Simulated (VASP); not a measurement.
Consider the following.

```yaml
crystal:
  lattice:
    - [4.26259, 0.00000, 0.00000]
    - [-2.13129, 3.69151, 0.00000]
    - [0.00000, 0.00000, 7.08615]
  atoms:
    - { symbol: Sr, position: [0.00000, 0.00000, 0.00000] }
    - { symbol: Cd, position: [0.33333, 0.66667, 0.63509] }
    - { symbol: Cd, position: [0.66667, 0.33333, 0.36491] }
    - { symbol: P, position: [0.66667, 0.33333, 0.74893] }
    - { symbol: P, position: [0.33333, 0.66667, 0.25107] }
```

Level of theory: LDA (Ceperley-Alder, Perdew-Zunger) with spin-orbit coupling, VASP's LDA PAW potentials (set 64) (plane waves; VASP). Run with 400 eV cut-off, 6×6×3 Γ-centred mesh, Gaussian smearing of 0.050 eV, potentials Sr_sv Cd P.

**Question.** Give the energies of bands 35 to 48 at the high-symmetry points, in eV from the valence-band maximum.

**Answer.** 
```tsv
band	Γ	M	K	A	L	H
35	-1.36	-4.12	-4.66	-1.91	-4.85	-4.76
36	-1.36	-4.12	-4.66	-1.91	-4.85	-4.76
37	-1.33	-2.71	-4.04	-0.92	-2.60	-3.52
38	-1.33	-2.71	-4.04	-0.92	-2.60	-3.52
39	-0.16	-2.21	-2.22	-0.90	-2.50	-2.62
40	-0.16	-2.21	-2.22	-0.90	-2.50	-2.62
41	-0.04	-2.21	-2.20	-0.72	-1.05	-1.79
42	-0.04	-2.21	-2.20	-0.72	-1.05	-1.79
43	0.00	-1.47	-1.83	-0.66	-0.95	-1.77
44	0.00	-1.47	-1.83	-0.66	-0.95	-1.77
45	0.81	1.06	2.91	0.87	1.22	2.26
46	0.81	1.06	2.91	0.87	1.22	2.26
47	0.96	2.78	3.02	1.80	1.94	2.27
48	0.96	2.78	3.02	1.80	1.94	2.27
```

The gap is direct, 0.81 eV, from the valence maximum at Γ to the conduction minimum at Γ.

The structure comes from a computed database's Cd2SrP2 entry (P-3m1); how it stands against other phases isn't given here. It was relaxed first, which changed the volume by -7 %.
